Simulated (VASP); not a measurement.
Output of a VASP run:

OSZICAR:
```
       N       E                     dE             d eps       ncg     rms          rms(c)
DAV:   1     0.397104869043E+03    0.39710E+03   -0.18578E+04  1920   0.151E+03
DAV:   2    -0.161633601218E+02   -0.41327E+03   -0.40596E+03  2432   0.447E+02
DAV:   3    -0.503706589899E+02   -0.34207E+02   -0.34170E+02  2872   0.130E+02
DAV:   4    -0.517421571131E+02   -0.13715E+01   -0.13710E+01  2696   0.223E+01
DAV:   5    -0.517825785231E+02   -0.40421E-01   -0.40420E-01  2696   0.293E+00    0.252E+01
DAV:   6    -0.419905123870E+02    0.97921E+01   -0.63739E+01  2904   0.783E+01    0.104E+01
DAV:   7    -0.420462849239E+02   -0.55773E-01   -0.89778E+00  2456   0.221E+01    0.715E+00
DAV:   8    -0.419796585971E+02    0.66626E-01   -0.14814E+00  2536   0.124E+01    0.225E+00
DAV:   9    -0.419466065533E+02    0.33052E-01   -0.29265E-01  2608   0.500E+00    0.850E-01
DAV:  10    -0.419509858677E+02   -0.43793E-02   -0.12024E-01  2360   0.221E+00    0.884E-01
DAV:  11    -0.419415212142E+02    0.94647E-02   -0.84776E-02  2768   0.219E+00    0.241E-01
DAV:  12    -0.419409021108E+02    0.61910E-03   -0.37208E-03  2264   0.588E-01    0.665E-02
DAV:  13    -0.419408622380E+02    0.39873E-04   -0.81326E-04  2864   0.218E-01    0.309E-02
DAV:  14    -0.419408685740E+02   -0.63359E-05   -0.67968E-05  2456   0.712E-02    0.113E-02
DAV:  15    -0.419408684150E+02    0.15893E-06   -0.15047E-05  2552   0.401E-02    0.934E-03
DAV:  16    -0.419408672731E+02    0.11419E-05   -0.75154E-06  2184   0.230E-02    0.102E-03
DAV:  17    -0.419408672529E+02    0.20212E-07   -0.49601E-07  1064   0.679E-03
   1 F= -.41940867E+02 E0= -.41940867E+02  d E =-.163023E-12
```

### OUTCAR
```
------------------------ aborting loop because EDIFF is reached ----------------------------------------
  FORCE on cell =-STRESS in cart. coord.  units (eV):
  Direction    XX          YY          ZZ          XY          YZ          ZX
  --------------------------------------------------------------------------------------
  Total        1.8090391      1.8090391      2.0042448      0.0000000      0.0000000      0.0000000
  in kB       47.8798904     47.8798904     53.0464071      0.0000000      0.0000000      0.0000000
  external PRESSURE =      49.6020626 kB  Pullay stress =       0.0000000 kB
  volume of cell :       60.53
      direct lattice vectors                 reciprocal lattice vectors
     3.910200000  0.000000000  0.000000000     0.255741394  0.000000000  0.000000000
     0.000000000  3.910200000  0.000000000     0.000000000  0.255741394  0.000000000
     0.000000000  0.000000000  3.959200000     0.000000000  0.000000000  0.252576278
 POSITION                                       TOTAL-FORCE (eV/Angst)
 -----------------------------------------------------------------------------------
      0.00000      0.00000      0.00000         0.000000      0.000000     -0.036274
      1.95510      1.95510      2.03107         0.000000      0.000000     -0.203228
      1.95510      1.95510      3.86814         0.000000     -0.000000      0.378676
      0.00000      1.95510      1.92813         0.000000      0.000000     -0.069587
      1.95510      0.00000      1.92813         0.000000      0.000000     -0.069587
 -----------------------------------------------------------------------------------
    total drift:                                0.000000      0.000000     -0.001008
  FREE ENERGIE OF THE ION-ELECTRON SYSTEM (eV)
  ---------------------------------------------------
  free  energy   TOTEN  =       -41.9408672529 eV

  energy  without entropy=      -41.9408672529  energy(sigma->0) =      -41.94086725
```
(Selected blocks of OUTCAR.)

### POSCAR
```
BaTiO3
1
    3.9102000000     0.0000000000     0.0000000000
    0.0000000000     3.9102000000     0.0000000000
    0.0000000000     0.0000000000     3.9592000000
Ba Ti O
1 1 3
Direct
  0.0000000000   0.0000000000   0.0000000000
  0.5000000000   0.5000000000   0.5130000000
  0.5000000000   0.5000000000   0.9770000000
  0.0000000000   0.5000000000   0.4870000000
  0.5000000000   0.0000000000   0.4870000000
```

Question: Write an INCAR and KPOINTS that could have produced this output.

Answer: Several could match; the one computed here: the input of the run itself, PBEsol GGA, plane waves, VASP's PBE PAW potentials (set 64).

File KPOINTS:
```
Automatic mesh
0
Gamma
6 6 6
0 0 0
```

**INCAR**
```
# general
SYSTEM =BaTiO3
PREC   =Accurate
ENCUT  =400   # plane-wave cut-off (eV)
LREAL  =.FALSE.
LASPH  =.TRUE.

# electronic loop
EDIFF  =1E-6   # SCF stop (eV)
NELM   =100   # most electronic steps
ALGO   =Normal
LMAXMIX=4

# smearing
ISMEAR =-1   # Fermi-Dirac
SIGMA  =0.01   # width (eV)

# functional
GGA    =PS   # PBEsol

# ions
ISIF   =2   # forces and stress, cell fixed

# output
LWAVE  =.FALSE.
LCHARG =.FALSE.
```

POTCAR, in this order: Ba_sv Ti_sv O (PBE.64 set). Program: vasp_std.

At this cut-off the stress carries a Pulay error, which pulls relaxed volumes low.

The structure is a typed BaTiO3 crystal. The cell was not relaxed at this level, and its volume differs by -5.9 % from the start's.
